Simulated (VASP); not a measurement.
# Cl2BSeH in VASP: notebook

The runs below take Cl2BSeH through single point, relaxation of the atoms, atomic charges, with PBE, PBE+TS.

Program: VASP 6.6.1. These are calculated values, not measurements. Logs are shortened: lines on timing, memory, paths and dates and some standing lists are left out, and cuts for length are marked.

## (1) The structure

The cell holds a molecule in a box, 5 atoms: a = 12.000 Å, b = 13.000 Å, c = 13.000 Å, α = 90.00°, β = 90.00°, γ = 90.00°.

## (2) Single point, PBE (atoms moved at random, drawn with an rms of 0.05 Å)

File INCAR:

```
  PREC = Accurate
  ENCUT = 520
  EDIFF = 1E-6
  ISMEAR = 0
  SIGMA = 0.01
  LREAL = F
  LASPH = T
  NELM = 100
  ALGO = Fast
  ISIF = 2
  LWAVE = F
  LCHARG = T
  GGA = PE
  LELF = T
  LVHAR = T
  LVACPOTAV = T
```

File KPOINTS:

```
Automatic mesh
0
Gamma
  1 1 1
```

File POSCAR:

```
BHSeCl2
1.0
   12.0000000000      0.0000000000      0.0000000000
    0.0000000000     13.0000000000      0.0000000000
    0.0000000000      0.0000000000     13.0000000000
Cl B Se H
2 1 1 1
Direct
    0.5347190000      0.5247610000      0.6225520000
    0.5947770000      0.3677670000      0.4562490000
    0.5293600000      0.4785960000      0.4909660000
    0.4435320000      0.5507660000      0.3853200000
    0.4040440000      0.6354870000      0.4537160000
```

Potentials or basis: VASP PAW PBE potentials, release 64 (Cl, B, Se, H).

Run with:

```
> cat potpaw_PBE.64/Cl/POTCAR potpaw_PBE.64/B/POTCAR potpaw_PBE.64/Se/POTCAR potpaw_PBE.64/H/POTCAR > POTCAR
> mpirun -np 1 vasp_gam > vasp.out
```

OUTCAR:

```text
PREC = Accurate
   ENCUT = 520
   EDIFF = 1E-6
   ISMEAR = 0
   LREAL = F
   LASPH = T
   NELM = 100
   ISIF = 2
   GGA = PE

 ion  position               nearest neighbor table
   1  0.535  0.525  0.623-   3 1.81
   2  0.595  0.368  0.456-   3 1.70
   3  0.529  0.479  0.491-   2 1.70   1 1.81   4 1.96
   4  0.444  0.551  0.385-   5 1.49   3 1.96
   5  0.404  0.635  0.454-   4 1.49

  LATTYP: Found a simple tetragonal cell.
 ALAT       =    13.0000000000
 C/A-ratio  =     0.9230769231

  Lattice vectors:

 A1 = (   0.0000000000,  13.0000000000,   0.0000000000)
 A2 = (   0.0000000000,   0.0000000000,  13.0000000000)
 A3 = (  12.0000000000,   0.0000000000,   0.0000000000)

Analysis of symmetry for initial positions (statically):
=====================================================================
 Subroutine PRICEL returns:
 Original cell was already a primitive cell.

 Routine SETGRP: Setting up the symmetry group for a
 simple tetragonal supercell.

 Subroutine GETGRP returns: Found  1 space group operations
 (whereof  1 operations were pure point group operations)
 out of a pool of 16 trial point group operations.

The static configuration has the point symmetry C_1 .

Analysis of symmetry for dynamics (positions and initial velocities):
=====================================================================
 Subroutine PRICEL returns:
 Original cell was already a primitive cell.

 Routine SETGRP: Setting up the symmetry group for a
 simple tetragonal supercell.

 Subroutine GETGRP returns: Found  1 space group operations
 (whereof  1 operations were pure point group operations)
 out of a pool of 16 trial point group operations.

The dynamic configuration has the point symmetry C_1 .

 Subroutine INISYM returns: Found  1 space group operations
 (whereof  1 operations are pure point group operations),
 and found     1 'primitive' translations

----------------------------------------------------------------------------------------

                                     Primitive cell

  volume of cell :    2028.0000

  direct lattice vectors                    reciprocal lattice vectors
    12.000000000  0.000000000  0.000000000     0.083333333  0.000000000  0.000000000
     0.000000000 13.000000000  0.000000000     0.000000000  0.076923077  0.000000000
     0.000000000  0.000000000 13.000000000     0.000000000  0.000000000  0.076923077

  length of vectors
    12.000000000 13.000000000 13.000000000     0.083333333  0.076923077  0.076923077

  position of ions in fractional coordinates (direct lattice)
     0.534719000  0.524761000  0.622552000
     0.594777000  0.367767000  0.456249000
     0.529360000  0.478596000  0.490966000
     0.443532000  0.550766000  0.385320000
     0.404044000  0.635487000  0.453716000

  ion indices of the primitive-cell ions
   primitive index   ion index
                 1           1
                 2           2
                 3           3
                 4           4
                 5           5

----------------------------------------------------------------------------------------

 KPOINTS: Automatic mesh

Automatic generation of k-mesh.
 Grid dimensions read from file:
 generate k-points for:    1    1    1

 Generating k-lattice:

  Cartesian coordinates                     Fractional coordinates (reciprocal lattice)
     0.083333333  0.000000000  0.000000000     1.000000000  0.000000000  0.000000000
     0.000000000  0.076923077  0.000000000     0.000000000  1.000000000  0.000000000
     0.000000000  0.000000000  0.076923077     0.000000000  0.000000000  1.000000000

  Length of vectors
     0.083333333  0.076923077  0.076923077

  Shift w.r.t. Gamma in fractional coordinates (k-lattice)
     0.000000000  0.000000000  0.000000000

 Subroutine IBZKPT returns following result:
 ===========================================

 Found      1 irreducible k-points:

 Following reciprocal coordinates:
            Coordinates               Weight
  0.000000  0.000000  0.000000      1.000000
   k-points           NKPTS =      1   k-points in BZ     NKDIM =      1   number of bands    NBANDS=     16
   number of dos      NEDOS =    301   number of ions     NIONS =      5
   total plane-waves  NPLWV = 864360
   dimension x,y,z NGX =    90 NGY =   98 NGZ =   98
   dimension x,y,z NGXF=   180 NGYF=  196 NGZF=  196
   ions per type =               2   1   1   1
   NGX,Y,Z   is equivalent  to a cutoff of  12.47, 12.53, 12.53 a.u.
   NGXF,Y,Z  is equivalent  to a cutoff of  24.94, 25.06, 25.06 a.u.
 SYSTEM =  unknown system
   PREC   = accura    normal or accurate (medium, high low for compatibility)
   ISTART =      0    job   : 0-new  1-cont  2-samecut
   ICHARG =      2    charge: 1-file 2-atom 10-const
   ISPIN  =      1    spin polarized calculation?
   LNONCOLLINEAR =      F non collinear calculations
   LSORBIT =      F    spin-orbit coupling
   LASPH  =      T    aspherical Exc in radial PAW
   ENCUT  =  520.0 eV  38.22 Ry    6.18 a.u.  22.31 24.17 24.17*2*pi/ulx,y,z
   NELM   =    100;   NELMIN=  2; NELMDL= -5     # of ELM steps
   EDIFF  = 0.1E-05   stopping-criterion for ELM
   LREAL  =      F    real-space projection
   EDIFFG = 0.1E-04   stopping-criterion for IOM
   NSW    =      0    number of steps for IOM
   IBRION =     -1    ionic relax: 0-MD 1-quasi-New 2-CG
   NFREE  =      0    steps in history (QN), initial steepest desc. (CG)
   ISIF   =      2    stress and relaxation
   ISYM   =      2    0-nonsym 1-usesym 2-fastsym
   POTIM  = 0.5000    time-step for ionic-motion
   TEBEG  =    0.0;   TEEND  =   0.0 temperature during run
   PSTRESS=    0.0 pullay stress
   NELECT =      24.0000    total number of electrons
   NUPDOWN=      -1.0000    fix difference up-down
   EMIN   =  10.00;   EMAX   =-10.00  energy-range for DOS
   EFERMI =   0.00;   METHOD = LEGACY
   ISMEAR =     0;   SIGMA  =   0.01  broadening in eV -4-tet -1-fermi 0-gaus
   EFERMI_NEDOS =   21; number of points for ismear=-14 and -15
   IALGO  =     68    algorithm
   IMIX   =      4    mixing-type and parameters
     AMIX     =   0.40;   BMIX     =  1.00
     AMIX_MAG =   1.60;   BMIX_MAG =  1.00
  volume/ion in A,a.u.               =     405.60      2737.12
  Fermi-wavevector in a.u.,A,eV,Ry     =   0.373069  0.704998  1.893666  0.139181
  Thomas-Fermi vector in A             =   1.302412
   LORBIT       =      0    0 simple, 1 ext, 2 COOP (PROOUT), +10 PAW based schemes
   GGA     = PE    functional components
   LHFCALC =     F    Hartree Fock is set to
   AEXX    =    0.0000 exact exchange contribution
   IVDW    =     0    specifies the selected vdW correction
   LEPSILON=     F    determine dielectric tensor
   LRPA    =     F    only Hartree local field effects (RPA)
 non-spin polarized calculation
 RMM-DIIS sequential band-by-band and
 Gauss-broadening in eV      SIGMA  =   0.01
  energy-cutoff  :      520.00
  volume of cell :     2028.00
 maximum number of plane-waves:     27285
 NGX is ok and might be reduce to    90
   NGX = 45   NGY = 49   NGZ = 49

 number of electron      23.9999997 magnetization

 Free energy of the ion-electron system (eV)
  ---------------------------------------------------
  ext. energy  EPLUGINS =         0.00000000
  ---------------------------------------------------
  free energy    TOTEN  =       -19.92443029 eV

  energy without entropy =      -19.92443029  energy(sigma->0) =      -19.92443029

 E-fermi :  -6.2290     XC(G=0):  -0.8186

 val. band max:       -6.3121097665   @ k =   0.0000   0.0000   0.0000
 cond. band min:      -2.1094246372   @ k =   0.0000   0.0000   0.0000
 fundamental gap:      4.2026851294
 Fermi energy:        -6.2289836902

 k-point     1 :       0.0000    0.0000    0.0000
  band No.  band energies     occupation
      1     -21.6847      2.00000
      2     -20.5589      2.00000
      3     -18.2427      2.00000
      4     -12.4622      2.00000
      5     -10.7446      2.00000
      6     -10.0575      2.00000
[... 8 lines left out ...]
     15      -0.5564      0.00000
     16       0.3137      0.00000

------------------------ aborting loop because EDIFF is reached ----------------------------------------

  FORCE on cell =-STRESS in cart. coord.  units (eV):
  Direction    XX          YY          ZZ          XY          YZ          ZX
  --------------------------------------------------------------------------------------
  -------------------------------------------------------------------------------------
  Total        0.1527688      0.6461913     -1.9602475     -0.4822769     -0.2459039     -0.3526980
  in kB        0.1206917      0.5105094     -1.5486510     -0.3810124     -0.1942710     -0.2786414
  external PRESSURE =      -0.3058166 kB  Pullay stress =       0.0000000 kB

 VOLUME and BASIS-vectors are now :
 -----------------------------------------------------------------------------
  energy-cutoff  :      520.00
  volume of cell :     2028.00
      direct lattice vectors                 reciprocal lattice vectors
    12.000000000  0.000000000  0.000000000     0.083333333  0.000000000  0.000000000
     0.000000000 13.000000000  0.000000000     0.000000000  0.076923077  0.000000000
     0.000000000  0.000000000 13.000000000     0.000000000  0.000000000  0.076923077

 POSITION                                       TOTAL-FORCE (eV/Angst)
 -----------------------------------------------------------------------------------
      6.41663      6.82189      8.09318         0.017163     -0.355182     -0.999617
      7.13732      4.78097      5.93124         0.531557     -0.833032     -0.203316
      6.35232      6.22175      6.38256        -0.718320      1.294078      1.039260
      5.32238      7.15996      5.00916         0.066482      0.075361      0.248697
      4.84853      8.26133      5.89831         0.103119     -0.181226     -0.085023
 -----------------------------------------------------------------------------------
    total drift:                                0.000086     -0.000211     -0.000066

  FREE ENERGIE OF THE ION-ELECTRON SYSTEM (eV)
  ---------------------------------------------------
  free  energy   TOTEN  =       -19.9244302887 eV

  energy  without entropy=      -19.9244302887  energy(sigma->0) =      -19.92443029
```

Wall time 2.8 min (1 thread of Intel Xeon Platinum 8259CL at 2.50GHz (Skylake/Cascade Lake), shared host); peak memory 1.5 GiB.

What came out:

| Property | Result |
| --- | --- |
| Free energy | -19.9244 eV |
| Largest force | 1.809 eV/Å |
| Gap between the frontier levels | 4.20 eV |

Forces on the atoms (eV/Å):
```
Cl   0.017 -0.355 -1.000
Cl   0.532 -0.833 -0.203
B   -0.718  1.294  1.039
Se   0.066  0.075  0.249
H    0.103 -0.181 -0.085
```

Levels at points of the mesh, in eV from the valence-band top:
| k point | band 10 | band 11 | band 12 | band 13 | band 14 | band 15 |
| --- | --- | --- | --- | --- | --- | --- |
| (0.00, 0.00, 0.00) | -1.33 | -0.97 | 0.00 | 4.20 | 5.28 | 5.76 |

## (3) Relaxation of the atoms, PBE (atoms moved at random, drawn with an rms of 0.02 Å)

File INCAR:

```
PREC = Accurate ; ENCUT = 520
EDIFF = 1E-7 ; ISMEAR = 0
SIGMA = 0.01 ; LREAL = F
LASPH = T ; NELM = 60
ALGO = Normal ; ISIF = 2
LWAVE = F ; LCHARG = F
GGA = PE ; IBRION = 2
NSW = 60 ; EDIFFG = -0.01
```

File KPOINTS:

```
regular mesh
0
Gamma
  1 1 1
```

File POSCAR:

```
BHSeCl2
1.0
   12.0000000000      0.0000000000      0.0000000000
    0.0000000000     13.0000000000      0.0000000000
    0.0000000000      0.0000000000     13.0000000000
Cl B Se H
2 1 1 1
Direct
    0.5301070000      0.5224630000      0.6183250000
    0.5964820000      0.3682380000      0.4569930000
    0.5260820000      0.4813130000      0.4926590000
    0.4455240000      0.5520860000      0.3851400000
    0.4050670000      0.6349770000      0.4537070000
```

Potentials or basis: VASP PAW PBE potentials, release 64 (Cl, B, Se, H).

Run with:

```
> cat potpaw_PBE.64/Cl/POTCAR potpaw_PBE.64/B/POTCAR potpaw_PBE.64/Se/POTCAR potpaw_PBE.64/H/POTCAR > POTCAR
> mpirun -np 1 vasp_gam > vasp.out
```

It took 14 min on 1 thread of Intel Xeon Platinum 8259CL at 2.50GHz (Skylake/Cascade Lake), shared host; peak memory 1.5 GiB.

The run converged. Its results:

| Quantity | Value |
| --- | --- |
| Free energy | -19.9909 eV |
| Energy gained by relaxing | 2.2 meV/atom |
| Ionic steps | 8 |
| Largest force after relaxing | 0.007 eV/Å |
| Gap between the frontier levels | 4.27 eV |

Forces on the atoms (eV/Å):
```
Cl   0.003 -0.005  0.003
Cl  -0.003  0.002 -0.001
B    0.003  0.002  0.003
Se   0.001 -0.003  0.001
H   -0.004  0.003 -0.005
```

Step by step:
| step | energy change (eV) | largest force (eV/Å) | pressure (GPa) |
| --- | --- | --- | --- |
| 1 | 0.0000 | 0.6935 | 0.04 |
| 2 | -0.0004 | 0.7393 | -0.01 |
| 3 | -0.0099 | 0.1460 | 0.01 |
| 4 | -0.0110 | 0.0453 | -0.01 |
| 5 | -0.0110 | 0.0242 | 0.00 |
| 6 | -0.0110 | 0.0187 | 0.00 |
| 7 | -0.0111 | 0.0222 | 0.00 |
| 8 | -0.0111 | 0.0074 | 0.00 |

Final structure:
```
CELL_PARAMETERS angstrom
12.00000 0.00000 0.00000
0.00000 13.00000 0.00000
0.00000 0.00000 13.00000
ATOMIC_POSITIONS crystal
Cl 0.53026 0.52309 0.61979
Cl 0.59679 0.36796 0.45663
B 0.52597 0.48045 0.49218
Se 0.44533 0.55241 0.38462
H 0.40491 0.63516 0.45360
```

Levels at points of the mesh, in eV from the valence-band top:
```
           k point  band 9  band 10  band 11  band 12  band 13  band 14  band 15  band 16
(0.00, 0.00, 0.00)   -1.62    -1.21    -1.03     0.00     4.27     5.34     5.85     6.69
```

## (4) Atomic charges, PBE+TS

File INCAR:

```
SYSTEM = BHSeCl2
  PREC = Accurate
  ENCUT = 520
  EDIFF = 1E-7
  ISMEAR = 0
  SIGMA = 0.01
  LREAL = .FALSE.
  LASPH = .TRUE.
  NELM = 60
  ALGO = Normal
  ISIF = 2
  LWAVE = .FALSE.
  LCHARG = .FALSE.
  GGA = PE
  IVDW = 2
  LORBIT = 11
```

File KPOINTS:

```
Automatic mesh
0
G
  1 1 1
  0 0 0
```

File POSCAR:

```
BHSeCl2
1.0
   12.0000000000      0.0000000000      0.0000000000
    0.0000000000     13.0000000000      0.0000000000
    0.0000000000      0.0000000000     13.0000000000
Cl B Se H
2 1 1 1
Direct
    0.5305458300      0.5231000000      0.6193730800
    0.5965708300      0.3684153800      0.4572961500
    0.5261291700      0.4805846200      0.4922346200
    0.4458208300      0.5523846200      0.3858576900
    0.4055958300      0.6348153800      0.4535346200
```

Run with:

```
> cat potpaw_PBE.64/Cl/POTCAR potpaw_PBE.64/B/POTCAR potpaw_PBE.64/Se/POTCAR potpaw_PBE.64/H/POTCAR > POTCAR
> mpirun -np 1 vasp_gam > vasp.out
```

It took 3.3 min on 1 thread of Intel Xeon Platinum 8259CL at 2.50GHz (Skylake/Cascade Lake), shared host; peak memory 1.5 GiB.

Results (log left out):

- Free energy: -20.0007 eV
- Largest force: 0.432 eV/Å
- Gap between the frontier levels: 4.32 eV
- Valence electrons inside the program's atomic spheres: Cl 5.16; B 1.83; Se 3.95; H 0.56
- Hirshfeld charges: Cl -0.05; B +0.07; Se +0.01; H +0.03 e
- Dispersion energy per atom: -0.003 eV

Forces in eV/Å, atoms in the order of the input:
```
Cl   0.016  0.058  0.212
Cl   0.090 -0.167 -0.079
B    0.026 -0.001  0.106
Se  -0.041 -0.097 -0.419
H   -0.092  0.208  0.180
```

Levels at points of the mesh, in eV from the valence-band top:
```tsv
k point	band 8	band 9	band 10	band 11	band 12	band 13	band 14	band 15	band 16
(0.00, 0.00, 0.00)	-2.67	-1.60	-1.20	-1.00	0.00	4.32	5.41	5.90	6.71
```

As with any semilocal functional, this PBE gap is likely too small.

## (5) The runs side by side

```tsv
task	level	cell	gap on the mesh (eV)	largest force (eV/Å)
single point	PBE	atoms moved at random, drawn with an rms of 0.05 Å	4.20	1.81
relaxation of the atoms	PBE	atoms relaxed from: atoms moved at random, drawn with an rms of 0.02 Å	4.27	0.01
atomic charges	PBE+TS	as given	4.32	0.43
```

Alike in all rows: potentials or basis VASP PAW PBE potentials, release 64 (Cl, B, Se, H); no spin polarisation; k mesh 1 × 1 × 1; cutoff (eV) 520; smearing gaussian 0.01 eV.

Total energies depend on the potentials used, so only differences within one code and one set of settings carry meaning.
